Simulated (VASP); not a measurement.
Level of theory: PBE GGA, VASP's PBE PAW potentials (set 64) (plane waves; VASP).

A VASP calculation is set up with these files.

**KPOINTS**
```
K-points
0
gamma
  6 6 6
0 0 0
```

INCAR:
```
SYSTEM = InAs
PREC = Accurate; ENCUT = 400; LREAL = .False.
LASPH = .True.
EDIFF = 1E-6; NELM = 100; ALGO = Normal
LMAXMIX = 4
ISMEAR = 0; SIGMA = 0.05
GGA = PE
ISIF = 2
LWAVE = .False.; LCHARG = .False.
```

File POSCAR:
```
InAs
1
    0.0000000000     3.0906000000     3.0906000000
    3.0906000000     0.0000000000     3.0906000000
    3.0906000000     3.0906000000     0.0000000000
In As
1 1
Direct
  0.0000000000   0.0000000000   0.0000000000
  0.2500000000   0.2500000000   0.2500000000
```

POTCAR, in this order: In_d As (PBE.64 set). Program: vasp_std.

Output of the run:

### OSZICAR
```
       N       E                     dE             d eps       ncg     rms          rms(c)
DAV:   1     0.105941902490E+03    0.10594E+03   -0.74267E+03   421   0.121E+03
DAV:   2    -0.618982201527E+00   -0.10656E+03   -0.10406E+03   431   0.291E+02
DAV:   3    -0.777174774480E+01   -0.71528E+01   -0.71201E+01   546   0.849E+01
DAV:   4    -0.795562504570E+01   -0.18388E+00   -0.18377E+00   520   0.159E+01
DAV:   5    -0.796156621533E+01   -0.59412E-02   -0.59410E-02   545   0.232E+00    0.407E+00
DAV:   6    -0.771988054084E+01    0.24169E+00   -0.44797E-01   619   0.118E+01    0.230E+00
DAV:   7    -0.770009848771E+01    0.19782E-01   -0.13074E-01   572   0.331E+00    0.694E-01
DAV:   8    -0.770134701384E+01   -0.12485E-02   -0.12563E-02   481   0.159E+00    0.178E-01
DAV:   9    -0.770206196623E+01   -0.71495E-03   -0.13098E-03   496   0.450E-01    0.111E-01
DAV:  10    -0.770217868780E+01   -0.11672E-03   -0.16803E-04   534   0.160E-01    0.726E-02
DAV:  11    -0.770222285640E+01   -0.44169E-04   -0.15217E-04   446   0.132E-01    0.554E-02
DAV:  12    -0.770222471314E+01   -0.18567E-05   -0.10236E-05   461   0.262E-02    0.161E-02
DAV:  13    -0.770222497390E+01   -0.26076E-06   -0.20096E-06   460   0.933E-03
   1 F= -.77022250E+01 E0= -.77020464E+01  d E =-.357089E-03
```

**OUTCAR**
```
------------------------ aborting loop because EDIFF is reached ----------------------------------------
  FORCE on cell =-STRESS in cart. coord.  units (eV):
  Direction    XX          YY          ZZ          XY          YZ          ZX
  --------------------------------------------------------------------------------------
  Total        0.0754110      0.0754110      0.0754110      0.0000000      0.0000000     -0.0000000
  in kB        2.0463832      2.0463832      2.0463832      0.0000000      0.0000000     -0.0000000
  external PRESSURE =       2.0463832 kB  Pullay stress =       0.0000000 kB
  volume of cell :       59.04
      direct lattice vectors                 reciprocal lattice vectors
     0.000000000  3.090600000  3.090600000    -0.161780884  0.161780884  0.161780884
     3.090600000  0.000000000  3.090600000     0.161780884 -0.161780884  0.161780884
     3.090600000  3.090600000  0.000000000     0.161780884  0.161780884 -0.161780884
  FREE ENERGIE OF THE ION-ELECTRON SYSTEM (eV)
  ---------------------------------------------------
  free  energy   TOTEN  =        -7.7022249739 eV

  energy  without entropy=       -7.7018678852  energy(sigma->0) =       -7.70204643
```
(Selected blocks of OUTCAR.)

The compound is InAs in the zinc blende structure. The cell was not relaxed at this level.
